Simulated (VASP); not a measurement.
A convergence study with VASP on Ti3Al (space group no. 194 when undisturbed): one setting is varied, all else stays as given below, so the limit is that of these other settings. One atom is moved off its site, so that forces are finite.

```yaml
crystal:
  lattice:
    - [5.77644, 0.00000, 0.00000]
    - [-2.88822, 5.00254, 0.00000]
    - [0.00000, 0.00000, 4.65370]
  atoms:
    - { symbol: Ti, position: [0.82990, 0.65980, 0.25000] }
    - { symbol: Ti, position: [0.17010, 0.34020, 0.75000] }
    - { symbol: Ti, position: [0.17010, 0.82990, 0.75000] }
    - { symbol: Ti, position: [0.82990, 0.17010, 0.25000] }
    - { symbol: Ti, position: [0.34020, 0.17010, 0.25000] }
    - { symbol: Ti, position: [0.65980, 0.82990, 0.75000] }
    - { symbol: Al, position: [0.33333, 0.66667, 0.26074] }
    - { symbol: Al, position: [0.66667, 0.33333, 0.75000] }
```

The numbers are results of LDA (Ceperley-Alder, Perdew-Zunger), VASP's LDA PAW potentials (set 64) (plane waves; VASP), not measurements. The tightest run used: 300 eV cut-off, 11×11×11 Γ-centred mesh, Fermi-Dirac smearing of 0.10 eV, potentials Ti_sv Al.

### Question
The settings run are 1×1×1 mesh; 1×1×2 mesh; 2×2×2 mesh; 2×2×3 mesh; 3×3×3 mesh; 3×3×4 mesh; 4×4×4 mesh; 4×4×5 mesh; 5×5×5 mesh; 5×5×6 mesh; 6×6×6 mesh; 6×6×7 mesh; 7×7×8 mesh; 8×8×8 mesh; 9×9×9 mesh; 10×10×10 mesh; 11×11×11 mesh. From which on does the energy per atom stay within 0.01 eV/atom of the tightest run?

### Answer
From 3×3×3 mesh on: it is off by 0.0006 there and by no more than 0.01 in any finer run, while 2×2×3 mesh is off by 0.0127.
```json
[
 {"setting": "1×1×1 mesh", "E (eV/atom)": "-7.9926", "pressure (GPa)": "-15.97", "largest force (eV/Å)": "1.210", "irreducible k-points": "1", "difference judged (eV/atom)": "0.2859"},
 {"setting": "1×1×2 mesh", "E (eV/atom)": "-7.7087", "pressure (GPa)": "-12.28", "largest force (eV/Å)": "0.955", "irreducible k-points": "2", "difference judged (eV/atom)": "0.0019"},
 {"setting": "2×2×2 mesh", "E (eV/atom)": "-7.6640", "pressure (GPa)": "-7.90", "largest force (eV/Å)": "0.338", "irreducible k-points": "4", "difference judged (eV/atom)": "0.0427"},
 {"setting": "2×2×3 mesh", "E (eV/atom)": "-7.7195", "pressure (GPa)": "-8.66", "largest force (eV/Å)": "0.347", "irreducible k-points": "4", "difference judged (eV/atom)": "0.0127"},
 {"setting": "3×3×3 mesh", "E (eV/atom)": "-7.7074", "pressure (GPa)": "-8.26", "largest force (eV/Å)": "0.336", "irreducible k-points": "7", "difference judged (eV/atom)": "0.0006"},
 {"setting": "3×3×4 mesh", "E (eV/atom)": "-7.7041", "pressure (GPa)": "-8.21", "largest force (eV/Å)": "0.341", "irreducible k-points": "10", "difference judged (eV/atom)": "0.0026"},
 {"setting": "4×4×4 mesh", "E (eV/atom)": "-7.7069", "pressure (GPa)": "-8.31", "largest force (eV/Å)": "0.343", "irreducible k-points": "13", "difference judged (eV/atom)": "0.0001"},
 {"setting": "4×4×5 mesh", "E (eV/atom)": "-7.7067", "pressure (GPa)": "-8.27", "largest force (eV/Å)": "0.341", "irreducible k-points": "14", "difference judged (eV/atom)": "0.0000"},
 {"setting": "5×5×5 mesh", "E (eV/atom)": "-7.7070", "pressure (GPa)": "-8.27", "largest force (eV/Å)": "0.341", "irreducible k-points": "19", "difference judged (eV/atom)": "0.0002"},
 {"setting": "5×5×6 mesh", "E (eV/atom)": "-7.7073", "pressure (GPa)": "-8.33", "largest force (eV/Å)": "0.342", "irreducible k-points": "24", "difference judged (eV/atom)": "0.0005"},
 {"setting": "6×6×6 mesh", "E (eV/atom)": "-7.7069", "pressure (GPa)": "-8.30", "largest force (eV/Å)": "0.342", "irreducible k-points": "34", "difference judged (eV/atom)": "0.0002"},
 {"setting": "6×6×7 mesh", "E (eV/atom)": "-7.7066", "pressure (GPa)": "-8.30", "largest force (eV/Å)": "0.341", "irreducible k-points": "37", "difference judged (eV/atom)": "0.0001"},
 {"setting": "7×7×8 mesh", "E (eV/atom)": "-7.7067", "pressure (GPa)": "-8.29", "largest force (eV/Å)": "0.341", "irreducible k-points": "52", "difference judged (eV/atom)": "0.0001"},
 {"setting": "8×8×8 mesh", "E (eV/atom)": "-7.7068", "pressure (GPa)": "-8.30", "largest force (eV/Å)": "0.341", "irreducible k-points": "65", "difference judged (eV/atom)": "0.0000"},
 {"setting": "9×9×9 mesh", "E (eV/atom)": "-7.7067", "pressure (GPa)": "-8.30", "largest force (eV/Å)": "0.341", "irreducible k-points": "88", "difference judged (eV/atom)": "0.0000"},
 {"setting": "10×10×10 mesh", "E (eV/atom)": "-7.7067", "pressure (GPa)": "-8.31", "largest force (eV/Å)": "0.341", "irreducible k-points": "116", "difference judged (eV/atom)": "0.0000"},
 {"setting": "11×11×11 mesh", "E (eV/atom)": "-7.7067", "pressure (GPa)": "-8.30", "largest force (eV/Å)": "0.341", "irreducible k-points": "146", "difference judged (eV/atom)": "0.0000"}
]
```

Left out are rungs that failed or repeat a setting and relaxations that didn't move; long series are thinned to 24 rows.

The structure comes from a computed database's Ti3Al entry (space group no. 194); how it stands against other phases isn't given here. The cell was not relaxed at this level, it is distorted from the ideal structure.
